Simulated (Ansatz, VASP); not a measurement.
Code comparison for I (Cmce, 4 atoms in the cell)

Self-consistent single point.

```yaml
crystal:
  lattice:
    - [2.39500, -3.63500, 0.00000]
    - [2.39500, 3.63500, 0.00000]
    - [0.00000, 0.00000, 9.79000]
  atoms:
    - { symbol: I, position: [0.84600, 0.84600, 0.88300] }
    - { symbol: I, position: [0.65400, 0.65400, 0.38300] }
    - { symbol: I, position: [0.34600, 0.34600, 0.61700] }
    - { symbol: I, position: [0.15400, 0.15400, 0.11700] }
```

All programs got the same cell, k-point mesh and kind of occupations (in Ansatz's words: kpoints.mp_grid.grid = 3 3 2; scf.occupations.method = fermi_dirac; scf.occupations.width = 0.02 eV); potentials, basis and cutoffs are each program's usual ones.

```
code                                      model  pressure (GPa)  largest force (eV/Å)  gap on the mesh (eV)   cutoff
------  ---------------------------------------  --------------  --------------------  --------------------  -------
Ansatz                   PBE, default PAW files            1.01                 0.489                 1.269  default
VASP    PBE, VASP's PBE PAW potentials (set 64)            0.99                 0.475                 1.276   300 eV
```

Gaps are read on the mesh. Another mesh or the band path gives a smaller gap, so these values are not converged in the mesh.

The spread over the programs that give each value: pressure within 0.02 GPa; largest force within 0.014 eV/Å; gap on the mesh within 0.007 eV.

The starting cell has typed, rounded lattice constants, without a prior relaxation at this level. On Ansatz's run: Spin-orbit coupling is off. Another mesh or the band path of this cell gives a smaller gap, so this value is not converged in the mesh.

Task: Why do the programs differ, and what cannot be compared?

Result: Differences of this kind can come from the potentials, where these differ, and from what each basis and cutoff leave unconverged. The valence holds different numbers of electrons (Ansatz (a quantum-chemistry and plane-wave program) 68, VASP 28). The zero of total energies and Fermi levels follows the potentials and each program's conventions, so they are not compared here. Ansatz's pressure is given at a fixed set of plane waves, as the other plane-wave codes print theirs.

VASP's run is marked for a possible Pulay error in its stress at this cutoff; no cutoff test was made.

Left out of this page: Quantum ESPRESSO, GPAW, CP2K, Elk, FLEUR and SIESTA (not drawn, or without a comparable value); ABINIT (with a known weakness of the program).

Keys are those of Ansatz 0.2.
